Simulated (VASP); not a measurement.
Here is the system:

```yaml
crystal:
  lattice:
    - [-1.57825, 1.57825, 4.15064]
    - [1.57825, -1.57825, 4.15064]
    - [1.57825, 1.57825, -4.15064]
  atoms:
    - { symbol: Al, position: [0.33855, 0.33855, 0.00000] }
    - { symbol: Al, position: [0.66145, 0.66145, 0.00000] }
    - { symbol: Os, position: [0.00000, 0.00000, 0.00000] }
```

These are PBEsol GGA, VASP's PBE PAW potentials (set 64) (plane waves; VASP 6.6.1) values and carry that method's errors. Settings: 400 eV cut-off, 11×11×11 Γ-centred mesh, tetrahedra with Blöchl corrections, potentials Al Os.

The cores are frozen, which limits the accuracy of field gradients.

Give the principal components of the electric field gradient (V/Å²) and the asymmetry η at each nucleus.

| atom | Vxx | Vyy | Vzz | η |
|---|---|---|---|---|
| Al1 | 6.7 | 6.7 | -13.4 | 0.00 |
| Al2 | 6.7 | 6.7 | -13.4 | 0.00 |
| Os3 | 130.6 | 130.6 | -261.2 | 0.00 |

The structure comes from a computed database's Al2Os entry (I4/mmm); how it stands against other phases isn't given here. It was relaxed first.
